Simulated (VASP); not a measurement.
Given:

```yaml
crystal:
  lattice:
    - [-2.03892, 2.03892, 4.54157]
    - [2.03892, -2.03892, 4.54157]
    - [2.03892, 2.03892, -4.54157]
  atoms:
    - { symbol: Sn, position: [0.50000, 0.50000, 0.00000] }
    - { symbol: Sn, position: [0.75000, 0.25000, 0.50000] }
    - { symbol: Sn, position: [0.25000, 0.75000, 0.50000] }
    - { symbol: Pt, position: [0.00000, 0.00000, 0.00000] }
```

Calculation: PBE GGA, VASP's PBE PAW potentials (set 64) (plane waves; VASP). Settings: 300 eV cut-off, 5×5×5 Γ-centred mesh, Fermi-Dirac smearing of 0.10 eV, potentials Sn_d Pt.

At this cut-off the stress carries a Pulay error, which pulls relaxed volumes low. Unless said otherwise, spin-orbit coupling is left out, though it shifts the bands of the heavy elements here.

Problem. Estimate the energy per atom (σ→0), pressure, band gap (on the k-mesh) with the smallest direct gap where there is one.

Solution. 
```yaml
band gap (on the k-mesh): none (metal, semimetal or under 0.01 eV)
energy per atom (σ→0): -4.034 eV/atom
pressure: 25.85 GPa
```

Only differences to runs with the same potentials and settings are physical.

The structure was generated: Sn3Pt was put into an ordered model structure, which need not be its known phase. The cell was not relaxed at this level. The k-mesh is coarse (spacing up to 0.44 per Å, 2π included), so the numbers may not be converged in it.
